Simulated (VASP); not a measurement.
VASP runs on Tc (hcp) share one base input (PBE GGA, plane waves, VASP's PBE PAW potentials (set 64)) and change the settings named in each case.

INCAR:
```
! general
SYSTEM  = Tc
PREC    = Accurate
ENCUT   = 550
LREAL   = F
LASPH   = T

! electronic loop
EDIFF   = 1E-7
NELM    = 100
ALGO    = Normal
LMAXMIX = 4

! smearing
ISMEAR  = 1
SIGMA   = 0.1

! functional
GGA     = PE

! ions
ISIF    = 2

! output
LWAVE   = F
LCHARG  = F
```

### POSCAR
```
Tc
2.740
  0.5000000000  -0.8660255474   0.0000000000
  0.5000000000   0.8660255474   0.0000000000
  0.0000000000   0.0000000000   1.6021897810
Tc
2
Cartesian
  0.5000000000   0.2886757598   0.4005474453
  0.5000000000  -0.2886757598   1.2016423358
```

KPOINTS:
```
Automatic mesh
0
Gamma
13 13 7
0 0 0
```

POTCAR, in this order: Tc_pv (PBE.64 set). Program: vasp_std.

```tsv
change	E(σ→0) (eV/atom)	−TS (eV)	electronic steps
base run	-10.3460	-0.0001	12
NBANDS = 14, NEDOS = 601	(withheld)	(withheld)	15
NBANDS = 15, NEDOS = 601	-10.3457	-0.0001	17
NBANDS = 17, NEDOS = 601	-10.3460	-0.0001	12
NBANDS = 21, NEDOS = 601	-10.3460	-0.0001	11
NBANDS = 29, NEDOS = 601	-10.3460	-0.0001	13
NBANDS = 45, NEDOS = 601	-10.3460	-0.0001	13
NBANDS = 77, NEDOS = 601	-10.3460	-0.0001	13
NBANDS = 141, NEDOS = 601	-10.3460	-0.0001	13
```

Problem. What belongs in the gaps?

Solution. 
- NBANDS = 14, NEDOS = 601, E(σ→0) (eV/atom): -10.3400
- NBANDS = 14, NEDOS = 601, −TS (eV): 0.0004

Gaps are read on the run's mesh, which can miss a band edge.

Left out are runs that ran out of time, are held back, or changed the cell or the kind of run, fixed moments of cells without a moment, rows past the twelfth, gaps on odd meshes, pressures of charged cells and columns that move by less than the noise.

The compound is Tc in the hcp structure. The cell was not relaxed at this level.
